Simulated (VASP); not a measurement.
An input for Ansatz (written as the equivalent of a VASP run, and not itself run):

Ansatz 0.2 input:
```yaml
crystal:
  lattice:
    - [3.5382525, -2.0172667, -0.0550407]
    - [3.5382525, 2.0172667, -0.0550407]
    - [2.4397264, 0.0000000, 3.2617987]
  atoms:
    - { symbol: Sb, position: [0.2502103, 0.2502103, 0.2502103] }
    - { symbol: Sb, position: [0.7497897, 0.7497897, 0.7497897] }
kpoints:
  mp_grid: { grid: [11, 11, 11] }
hamiltonian:
  xc: pbesol
  pseudopotentials: { kind: paw }
scf:
  occupations: { method: methfessel_paxton, width: 0.1 }
  max_iter: 100
relax:
  max_steps: 40
  f_tol: 0.02
  cell: { p_target: 20 }
output: { forces: true, stress: true, eigenvalues: true }
```

Task: Translate this input to VASP (INCAR, KPOINTS, POSCAR, choice of POTCAR).

Result: Several could match; the one computed here: 
**KPOINTS**
```
K-points
0
G
 11 11 11
0 0 0
```

### INCAR
```
ALGO = Normal
EDIFF = 1E-6
EDIFFG = -0.02
ENCUT = 500
GGA = PS
IBRION = 2
ISIF = 3
ISMEAR = 1
LASPH = T
LCHARG = F
LMAXMIX = 4
LREAL = F
LWAVE = F
NELM = 100
NSW = 40
PREC = Accurate
PSTRESS = 200
SIGMA = 0.1
SYSTEM = Sb
```

**POSCAR**
```
Sb
1
    3.5382525118    -2.0172666868    -0.0550406919
    3.5382525118     2.0172666868    -0.0550406919
    2.4397264403    -0.0000000000     3.2617987430
Sb
2
Direct
  0.2502103495   0.2502103495   0.2502103491
  0.7497896505   0.7497896505   0.7497896509
```

POTCAR, in this order: Sb (PBE.64 set). Program: vasp_std.

What does not carry over: each code has its own PAW files, so the cut-off isn't converted (ENCUT is set for VASP's; basis.ecutwfc is left out, and Ansatz then takes the one that its files recommend); Ansatz stops its SCF on the density residual and VASP on the energy change (EDIFF).

The compound is Sb in the a7 structure. It was relaxed first under an external pressure of 20 GPa.
